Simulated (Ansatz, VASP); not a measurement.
# Cross-check of SnO2 (SnO2 (P4_2/mnm)) between VASP and Ansatz, part 2 of 3

Wanted: the spread between two codes on one cell, functional and k mesh. Of the first pair: The structure shown is the start of the Ansatz relaxation below; VASP solves that cell, so the two are compared at the walk's first step.

VASP 6.6.1 and Ansatz 0.2.0.

So far: The starting structure; Ansatz: relaxation, r2SCAN.

## (3) VASP: single point, r2SCAN, start cell, pair 1

Level of this step: r2SCAN; plane waves and PAW (Sn_d, O) (VASP).

The same cell, functional, mesh and smearing now go to VASP, with its own data sets.

Lines of VASP's logs that name or quote its potential files are left out, and so is its time.

File INCAR:

```
SYSTEM = SnO2
PREC = Accurate
ENCUT = 580
EDIFF = 1E-06
NELM = 120
ISMEAR = -1
SIGMA = 0.01
LREAL = Auto
ALGO = Normal
METAGGA = R2SCAN
LASPH = .TRUE.
NBANDS = 368
LORBIT = 11
LWAVE = .FALSE.
LCHARG = .FALSE.
ISIF = 2
ISYM = 0
GGA_COMPAT = .FALSE.
EFERMI = MIDGAP
LMIXTAU = .TRUE.
NCORE = 2
```

File POSCAR:

```
SnO2
1.0
    9.5155030781      0.0000000000      0.0000000000
    0.0000000000      9.5155030781      0.0000000000
    0.0000000000      0.0000000000      9.6020443896
Sn O
24 48
Direct
    0.2430426412      0.2496811761      0.1713334091
    0.9960341561      0.9977314915      0.9930060727
    0.2500019159      0.2574557519      0.5038500973
    0.0025560393      0.0072709766      0.3300045148
    0.2447324099      0.2434890705      0.8326027954
    0.0073349774      0.0026923432      0.6635910793
    0.2537811170      0.7481121010      0.1594642701
    0.0008009035      0.5074374902      0.0038028360
    0.2505584813      0.7583194436      0.5010662110
    0.0061573203      0.4947976961      0.3309661850
    0.2416991494      0.7497377639      0.8320370825
    0.0019471382      0.4947855054      0.6729107613
    0.7486547943      0.2478031882      0.1745975057
    0.4976002804      0.0029092524      0.0074463309
    0.7503918544      0.2416332569      0.4992807579
    0.4933589913      0.0016603431      0.3381701717
    0.7487276229      0.2475979442      0.8254492146
    0.4943142744      0.0030353624      0.6613169803
    0.7417747587      0.7505303652      0.1650242319
    0.4934297180      0.4949602729      0.9985585361
    0.7560491485      0.7542139329      0.4959949993
    0.4925052266      0.5008934326      0.3370031286
    0.7523902773      0.7511764687      0.8254311976
    0.5076332760      0.4987882365      0.6699456635
    0.0896231122      0.3998655635      0.1641999283
    0.4100204653      0.0979898795      0.1622271192
    0.1474715513      0.1593043466      0.9994317877
    0.3454090628      0.3484796308      0.0080480778
    0.0951006996      0.4111180426      0.4992329556
    0.4096763952      0.1018699686      0.4985014447
    0.1585548328      0.1592259482      0.3327150834
    0.3483247257      0.3553324477      0.3331136444
    0.1052640088      0.4020268785      0.8319426235
    0.3973207690      0.1002223416      0.8280378300
    0.1577621265      0.1488029575      0.6612066912
    0.3459037292      0.3460672518      0.6584651917
    0.0986234771      0.8982574993      0.1599513539
    0.3966129766      0.6022971096      0.1651009864
    0.1463899479      0.6581934711      0.0003089967
    0.3518417232      0.8483213062      0.0067099252
    0.0895722478      0.9035085092      0.5038119804
    0.4015207571      0.5930794151      0.5072133394
    0.1465376017      0.6477600763      0.3347802686
    0.3403405972      0.8451745466      0.3286309532
    0.1014296346      0.9036187503      0.8262636245
    0.4020719628      0.6030745777      0.8390537133
    0.1499687393      0.6524857329      0.6588994742
    0.3480786011      0.8396929657      0.6627314707
    0.5920066395      0.3989001915      0.1719930603
    0.9037733401      0.1039652861      0.1713066440
    0.6501593189      0.1558353760      0.0073208368
    0.8478676255      0.3428445110      0.0071784713
    0.6042915391      0.3987392962      0.4998491785
    0.9023870761      0.1042103599      0.5042927114
    0.6594358647      0.1505543100      0.3380912302
    0.8537844960      0.3460811239      0.3284640095
    0.5969293429      0.3953785700      0.8297572555
    0.8992901300      0.0920691206      0.8276807186
    0.6546801518      0.1448305979      0.6678766250
    0.8485832997      0.3546724721      0.6697749707
    0.6025102354      0.9090928697      0.1649042574
    0.8974359979      0.5919713287      0.1628974973
    0.6529130356      0.6540300548      0.9917349893
    0.8387924353      0.8487160304      0.9999731307
    0.6013885922      0.9004463484      0.5066697052
    0.8967376638      0.5955548491      0.5053962264
    0.6542948858      0.6576731623      0.3265521250
    0.8430770222      0.8476860271      0.3260082825
    0.5946615700      0.9006189089      0.8256862475
    0.8987748656      0.5987999744      0.8263305894
    0.6613033434      0.6529725175      0.6677794582
    0.8522976592      0.8534840390      0.6655596184
```

File KPOINTS:

```
Points of the shifted mesh
1
Reciprocal
 0.2500000000  0.2500000000  0.2500000000 1
```

Potentials, in the order of the species: Sn_d and O (PBE family, release 64).

Launch:

```bash
$ mpirun -np 8 vasp_std
```

Numbers of over 12 decimals in the logs are rounded to 6 here.

Output:

```text
[banner, memory and clock lines left out]
running    8 mpi-ranks, on    1 nodes
[...]
|                                                                             |
|               ----> ADVICE to this user running VASP <----                  |
|                                                                             |
|     You enforced a specific xc type in the INCAR file but a different       |
|     [... a line on the potential file left out ...]
|     I HOPE YOU KNOW WHAT YOU ARE DOING!                                     |
|                                                                             |

 LDA part: xc-table for (None), standard interpolation
 POSCAR, INCAR and KPOINTS ok, starting setup
[...]
entering main loop
       N       E                     dE             d eps       ncg     rms          rms(c)
DAV:   1     0.142811234424E+05    0.14281E+05   -0.25284E+05   736   0.294E+03
DAV:   2     0.262788919670E+04   -0.11653E+05   -0.11144E+05   736   0.930E+02
DAV:   3    -0.756554894755E+03   -0.33844E+04   -0.31942E+04   768   0.374E+02
DAV:   4    -0.121356135877E+04   -0.45701E+03   -0.44655E+03   848   0.145E+02
[...]
DAV:  23    -0.101166571413E+04   -0.89571E-05   -0.45957E-06   680   0.670E-03    0.308E-03
DAV:  24    -0.101166571712E+04   -0.29918E-05   -0.17193E-06   440   0.521E-03    0.149E-03
DAV:  25    -0.101166571733E+04   -0.20937E-06   -0.59036E-07   408   0.293E-03
   1 F= -.10116657E+04 E0= -.10116657E+04  d E =0.000000E+00
```

Parts of OUTCAR (step 3):

```text
 POSITION                                       TOTAL-FORCE (eV/Angst)
 -----------------------------------------------------------------------------------
      2.31267      2.37584      1.64515         1.652435      0.907794     -1.963762
      9.47777      9.49392      9.53489        -0.340036      0.145107      1.503684
      2.37889      2.44982      4.83799        -0.135117      0.357267     -1.759419
      0.02432      0.06919      3.16872        -0.897862     -1.457877      0.098777
      2.32875      2.31692      7.99469         1.051737      1.272296      0.370238
      0.06980      0.02562      6.37183        -2.083120     -0.200261      0.449890
      2.41485      7.11866      1.53118        -1.741468      0.350593      1.906572
      0.00762      4.82852      0.03652        -1.897941     -1.615727     -1.405543
      2.38419      7.21579      4.81126        -1.000669     -2.332580     -1.313138
      0.05859      4.70825      3.17795        -2.480770      1.406134      0.742654
      2.29989      7.13413      7.98926         1.637951     -0.712968     -0.405269
      0.01853      4.70813      6.46132        -0.348531      1.700236     -1.786902
      7.12383      2.35797      1.67649        -0.198923      1.255876     -1.991081
      4.73492      0.02768      0.07150         1.718524     -0.765203     -3.497740
[...]
-----------------------------------------------------------------------------------
    total drift:                                0.002116      0.020658     -0.013875

  FREE ENERGIE OF THE ION-ELECTRON SYSTEM (eV)
  ---------------------------------------------------
  free  energy   TOTEN  =     -1011.6657173306 eV

  energy  without entropy=    -1011.6657173306  energy(sigma->0) =    -1011.66571733
```

The run ends at a pressure of 2.73 GPa, with forces up to 4.0 eV/Å.

## (4) Differences

Known differences besides the potentials themselves: VASP keeps PBE cores, Ansatz makes them for the functional; the cutoff is 500 eV in Ansatz and 580 eV in VASP (PREC = Accurate, projectors in real space). Total energies have different zeros and are not compared.

Forces on 8 of the 72 atoms, those with the largest forces and the largest differences (eV/Å; atoms numbered as in POSCAR):

| atom | Ansatz x, y, z | VASP x, y, z |
| --- | --- | --- |
| Sn8 | -1.886, -1.565, -1.317 | -1.898, -1.616, -1.406 |
| Sn9 | -0.966, -2.274, -1.251 | -1.001, -2.333, -1.313 |
| Sn10 | -2.391, 1.389, 0.736 | -2.481, 1.406, 0.743 |
| Sn14 | 1.686, -0.735, -3.356 | 1.719, -0.765, -3.498 |
| Sn17 | 0.633, 0.138, 2.886 | 0.646, 0.133, 2.964 |
| Sn18 | 1.038, -1.322, 2.332 | 1.035, -1.348, 2.378 |
| O26 | -1.874, 1.345, 2.214 | -1.959, 1.428, 2.275 |
| O36 | 0.718, 0.577, 1.889 | 0.784, 0.636, 1.987 |

The forces differ by 39 meV/Å r.m.s., which is 3.6 % of the r.m.s. force of 1.085 eV/Å (both taken over all components).

## (5) Ansatz: relaxation, r2SCAN

This run makes the geometry at which the two programs are then compared.

The structure compared here is the end of the Ansatz relaxation.

File input.yaml:

```yaml
crystal:
  lattice:
    - [9.5155030781, 0.0, 0.0]
    - [0.0, 9.5155030781, 0.0]
    - [0.0, 0.0, 9.6020443896]
  atoms:
    - { symbol: Sn, position: [0.25, 0.25, 0.1666666667] }
    - { symbol: Sn, position: [0.0, 0.0, 0.0] }
    - { symbol: O, position: [0.0970286166, 0.4029713834, 0.1666666667] }
    - { symbol: O, position: [0.4029713834, 0.0970286166, 0.1666666667] }
    - { symbol: O, position: [0.1529713834, 0.1529713834, 0.0] }
    - { symbol: O, position: [0.3470286166, 0.3470286166, 0.0] }
    - { symbol: Sn, position: [0.25, 0.25, 0.5] }
    - { symbol: Sn, position: [0.0, 0.0, 0.3333333333] }
    - { symbol: O, position: [0.0970286166, 0.4029713834, 0.5] }
    - { symbol: O, position: [0.4029713834, 0.0970286166, 0.5] }
    - { symbol: O, position: [0.1529713834, 0.1529713834, 0.3333333333] }
    - { symbol: O, position: [0.3470286166, 0.3470286166, 0.3333333333] }
    - { symbol: Sn, position: [0.25, 0.25, 0.8333333333] }
    - { symbol: Sn, position: [0.0, 0.0, 0.6666666667] }
    - { symbol: O, position: [0.0970286166, 0.4029713834, 0.8333333333] }
    - { symbol: O, position: [0.4029713834, 0.0970286166, 0.8333333333] }
    - { symbol: O, position: [0.1529713834, 0.1529713834, 0.6666666667] }
    - { symbol: O, position: [0.3470286166, 0.3470286166, 0.6666666667] }
    - { symbol: Sn, position: [0.25, 0.75, 0.1666666667] }
    - { symbol: Sn, position: [0.0, 0.5, 0.0] }
    - { symbol: O, position: [0.0970286166, 0.9029713834, 0.1666666667] }
    - { symbol: O, position: [0.4029713834, 0.5970286166, 0.1666666667] }
    - { symbol: O, position: [0.1529713834, 0.6529713833, 0.0] }
    - { symbol: O, position: [0.3470286166, 0.8470286167, 0.0] }
    - { symbol: Sn, position: [0.25, 0.75, 0.5] }
    - { symbol: Sn, position: [0.0, 0.5, 0.3333333333] }
    - { symbol: O, position: [0.0970286166, 0.9029713834, 0.5] }
    - { symbol: O, position: [0.4029713834, 0.5970286166, 0.5] }
    - { symbol: O, position: [0.1529713834, 0.6529713833, 0.3333333333] }
    - { symbol: O, position: [0.3470286166, 0.8470286167, 0.3333333333] }
    - { symbol: Sn, position: [0.25, 0.75, 0.8333333333] }
    - { symbol: Sn, position: [0.0, 0.5, 0.6666666667] }
    - { symbol: O, position: [0.0970286166, 0.9029713834, 0.8333333333] }
    - { symbol: O, position: [0.4029713834, 0.5970286166, 0.8333333333] }
    - { symbol: O, position: [0.1529713834, 0.6529713833, 0.6666666667] }
    - { symbol: O, position: [0.3470286166, 0.8470286167, 0.6666666667] }
    - { symbol: Sn, position: [0.75, 0.25, 0.1666666667] }
    - { symbol: Sn, position: [0.5, 0.0, 0.0] }
    - { symbol: O, position: [0.5970286166, 0.4029713834, 0.1666666667] }
    - { symbol: O, position: [0.9029713834, 0.0970286166, 0.1666666667] }
    - { symbol: O, position: [0.6529713833, 0.1529713834, 0.0] }
    - { symbol: O, position: [0.8470286167, 0.3470286166, 0.0] }
    - { symbol: Sn, position: [0.75, 0.25, 0.5] }
    - { symbol: Sn, position: [0.5, 0.0, 0.3333333333] }
    - { symbol: O, position: [0.5970286166, 0.4029713834, 0.5] }
    - { symbol: O, position: [0.9029713834, 0.0970286166, 0.5] }
    - { symbol: O, position: [0.6529713833, 0.1529713834, 0.3333333333] }
    - { symbol: O, position: [0.8470286167, 0.3470286166, 0.3333333333] }
    - { symbol: Sn, position: [0.75, 0.25, 0.8333333333] }
    - { symbol: Sn, position: [0.5, 0.0, 0.6666666667] }
    - { symbol: O, position: [0.5970286166, 0.4029713834, 0.8333333333] }
    - { symbol: O, position: [0.9029713834, 0.0970286166, 0.8333333333] }
    - { symbol: O, position: [0.6529713833, 0.1529713834, 0.6666666667] }
    - { symbol: O, position: [0.8470286167, 0.3470286166, 0.6666666667] }
    - { symbol: Sn, position: [0.75, 0.75, 0.1666666667] }
    - { symbol: Sn, position: [0.5, 0.5, 0.0] }
    - { symbol: O, position: [0.5970286166, 0.9029713834, 0.1666666667] }
    - { symbol: O, position: [0.9029713834, 0.5970286166, 0.1666666667] }
    - { symbol: O, position: [0.6529713833, 0.6529713833, 0.0] }
    - { symbol: O, position: [0.8470286167, 0.8470286167, 0.0] }
    - { symbol: Sn, position: [0.75, 0.75, 0.5] }
    - { symbol: Sn, position: [0.5, 0.5, 0.3333333333] }
    - { symbol: O, position: [0.5970286166, 0.9029713834, 0.5] }
    - { symbol: O, position: [0.9029713834, 0.5970286166, 0.5] }
    - { symbol: O, position: [0.6529713833, 0.6529713833, 0.3333333333] }
    - { symbol: O, position: [0.8470286167, 0.8470286167, 0.3333333333] }
    - { symbol: Sn, position: [0.75, 0.75, 0.8333333333] }
    - { symbol: Sn, position: [0.5, 0.5, 0.6666666667] }
    - { symbol: O, position: [0.5970286166, 0.9029713834, 0.8333333333] }
    - { symbol: O, position: [0.9029713834, 0.5970286166, 0.8333333333] }
    - { symbol: O, position: [0.6529713833, 0.6529713833, 0.6666666667] }
    - { symbol: O, position: [0.8470286167, 0.8470286167, 0.6666666667] }
basis:
  ecutwfc: 500
  xc_grid: 2
hamiltonian:
  xc: r2scan
  pseudopotentials: { kind: paw, azcp: { folder: soft_1 } }
kpoints:
  mp_grid: { grid: [1, 1, 1], shift: [0.25, 0.25, 0.25] }
scf:
  occupations: { method: fermi_dirac, width: 0.01 }
  max_iter: 80
output:
  forces: true
relax:
  f_tol: 0.01
  max_steps: 120
  random_displacement: { amplitude: 0.08, seed: 7983 }
checkpoint:
  write: "../pristine.rattled.run"
  compress: false
  write_wavefunctions: false
  write_every: 100000
```

Launch:

```bash
$ ansatz run input.yaml --threads 4 --pin off --max-ram 7536MiB --backend cpu --events-out ev --progress --plain --runs-dir out
```

Output:

```text
[...]
Crystal: 72 atoms, lattice volume = 869.415 Å³
Basis set: ecut = 500 eV, 22119 PW (Γ), exchange–correlation on 144×144×144 points (8 copies of the dense FFT grid, shifted against one another)
Bands: 384, of which v1, the nominal top of the filled ones, is band 312 counted from 1 (311 counted from 0)
Symmetry: 1 space group operations
k-points: 1
[...]
SCF iter   1: F=—  HF=-172229.938565 eV  |F-HF|=—  |Δ(HF+E_count)|=         —  Δρ=8.37e-2  dr2=4.92e1  dr2_τ=6.28e0  ethr=3.10e-3  ⟨swp⟩=5.0  Hψ=1372  notcnv=0  defer=49
[...]
- { symbol: Sn, position: [0.249539, 0.750440, 0.166064] }
    - { symbol: Sn, position: [-0.00046717, 0.500444, -0.000601615] }
[...]
- { symbol: Sn, position: [0.749529, 0.750444, 0.499397] }
    - { symbol: Sn, position: [0.499528, 0.500431, 0.332727] }
[...]
- { symbol: Sn, position: [0.749525, 0.750437, 0.832733] }
    - { symbol: Sn, position: [0.499534, 0.500433, 0.666060] }
    - { symbol: O, position: [0.596544, 0.903385, 0.832734] }
    - { symbol: O, position: [0.902518, 0.597501, 0.832731] }
    - { symbol: O, position: [0.652481, 0.653378, 0.666075] }
    - { symbol: O, position: [0.846565, 0.847511, 0.666053] }
```

(Continued in part 3 of 3.)

[Lines on the potential files, build, host, timing and source positions are cut from VASP's logs without a mark.]

[Logs are printed without paths, hosts, clocks, repeated set-up lines and the standing remarks that a program may print on its own settings, such as how far it seeks lower states.]

[Hosts, paths, dates, database ids (printed as entryN), source tags and the programs' standing remarks are cut or masked in the printed files.]
